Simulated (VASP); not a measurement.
```
CaB6
1.0
    4.06598     0.00000     0.00000
    0.00000     4.06598     0.00000
    0.00000     0.00000     4.06598
Ca B
1 6
Cartesian
  0.00000   0.00000   0.00000
  3.25035   2.03299   2.03299
  2.03299   0.81563   2.03299
  2.03299   3.25035   2.03299
  0.81563   2.03299   2.03299
  2.03299   2.03299   3.25035
  2.03299   2.03299   0.81563
```

Calculation: PBE GGA, VASP's PBE PAW potentials (set 64) (plane waves; VASP 6.6.1). Numerical set-up: 620 eV cut-off, 6×6×6 Γ-centred mesh, Gaussian smearing of 0.050 eV, potentials Ca_sv B.

Energy and stress use the plane-wave basis of the starting cell.

**Question.** The ions, cell shape and volume at an external pressure of 20.0 GPa are relaxed. Give the cell that the relaxation ends in.

**Answer.** 
```
CaB6
1.0
    3.99937     0.00000     0.00000
    0.00000     3.99937     0.00000
    0.00000     0.00000     3.99937
Ca B
1 6
Direct
  0.00000   0.00000   0.00000
  0.80012   0.50000   0.50000
  0.50000   0.19988   0.50000
  0.50000   0.80012   0.50000
  0.19988   0.50000   0.50000
  0.50000   0.50000   0.80012
  0.50000   0.50000   0.19988
```
Space group Pm-3m (221), at a tolerance of 0.03 Å.

**Question.** How do energy and volume change from the first to the last step?

**Answer.** The energy (σ→0) changes by +42.9 meV/atom and the volume by -4.8 %, in 5 ionic steps.

The compound is CaB6 in the cab6 structure. This run relaxes it under an external pressure of 20 GPa. Symmetry was kept, so distortions that lower it aren't found.
